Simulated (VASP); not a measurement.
These are PBE GGA, VASP's PBE PAW potentials (set 64) (plane waves; VASP) values and carry that method's errors.

The input files of a VASP run:

### POSCAR
```
PbSe
1.0
  0.0000000000   3.1019487040   3.1019487040
  3.1019487040   0.0000000000   3.1019487040
  3.1019487040   3.1019487040   0.0000000000
Pb Se
1 1
Cart
  0.0000000000   0.0000000000   0.0000000000
  3.1019487040   3.1019487040   3.1019487040
```

INCAR:
```
ALGO  =  Fast
EDIFF  =  1E-5
EDIFFG  =  -0.03
ENCUT  =  400
GGA  =  PE
IBRION  =  2
ISIF  =  2
ISMEAR  =  0
LASPH  =  T
LCHARG  =  F
LMAXMIX  =  4
LREAL  =  F
LWAVE  =  F
NELM  =  100
NELMIN  =  4
NSW  =  20
PREC  =  Normal
SIGMA  =  0.05
SYSTEM  =  PbSe
```

### KPOINTS
```
Automatic mesh
0
Gamma
7 7 7
0 0 0
```

POTCAR, in this order: Pb Se (PBE.64 set). Program: vasp_std.

What VASP printed:

File OSZICAR:
```
       N       E                     dE             d eps       ncg     rms          rms(c)
DAV:   1     0.284291598379E+02    0.28429E+02   -0.34036E+03   360   0.715E+02
DAV:   2    -0.692846646774E+01   -0.35358E+02   -0.34990E+02   561   0.113E+02
DAV:   3    -0.853949341628E+01   -0.16110E+01   -0.16085E+01   426   0.282E+01
DAV:   4    -0.854771767527E+01   -0.82243E-02   -0.82237E-02   418   0.233E+00
DAV:   5    -0.854777034211E+01   -0.52667E-04   -0.52667E-04   409   0.183E-01    0.762E+00
RMM:   6    -0.823372679039E+01    0.31404E+00   -0.39102E-01   360   0.314E+00    0.452E+00
RMM:   7    -0.823038454570E+01    0.33422E-02   -0.13399E-01   360   0.189E+00    0.237E+00
RMM:   8    -0.823353663514E+01   -0.31521E-02   -0.26623E-02   360   0.105E+00    0.767E-01
RMM:   9    -0.823010807445E+01    0.34286E-02   -0.77503E-03   360   0.494E-01    0.261E-01
RMM:  10    -0.823021744974E+01   -0.10938E-03   -0.79988E-04   360   0.195E-01    0.193E-01
RMM:  11    -0.823004841119E+01    0.16904E-03   -0.15083E-04   360   0.815E-02    0.228E-02
RMM:  12    -0.823004912449E+01   -0.71330E-06   -0.19204E-05   258   0.340E-02
   1 F= -.82300491E+01 E0= -.82300491E+01  d E =-.823005E+01
```

### OUTCAR
```
------------------------ aborting loop because EDIFF is reached ----------------------------------------
  FORCE on cell =-STRESS in cart. coord.  units (eV):
  Direction    XX          YY          ZZ          XY          YZ          ZX
  --------------------------------------------------------------------------------------
  Total       -0.0000884     -0.0000884     -0.0000884      0.0000000      0.0000000      0.0000000
  in kB       -0.0023720     -0.0023720     -0.0023720      0.0000000      0.0000000      0.0000000
  external PRESSURE =      -0.0023720 kB  Pullay stress =       0.0000000 kB
  volume of cell :       59.69
      direct lattice vectors                 reciprocal lattice vectors
     0.000000000  3.101948704  3.101948704    -0.161188997  0.161188997  0.161188997
     3.101948704  0.000000000  3.101948704     0.161188997 -0.161188997  0.161188997
     3.101948704  3.101948704  0.000000000     0.161188997  0.161188997 -0.161188997
  FREE ENERGIE OF THE ION-ELECTRON SYSTEM (eV)
  ---------------------------------------------------
  free  energy   TOTEN  =        -8.2300491245 eV

  energy  without entropy=       -8.2300491245  energy(sigma->0) =       -8.23004912

 reached required accuracy - stopping structural energy minimisation
```
(Selected blocks of OUTCAR.)

The structure comes from a computed database's PbSe entry (Fm-3m); how it stands against other phases isn't given here. It was relaxed first.
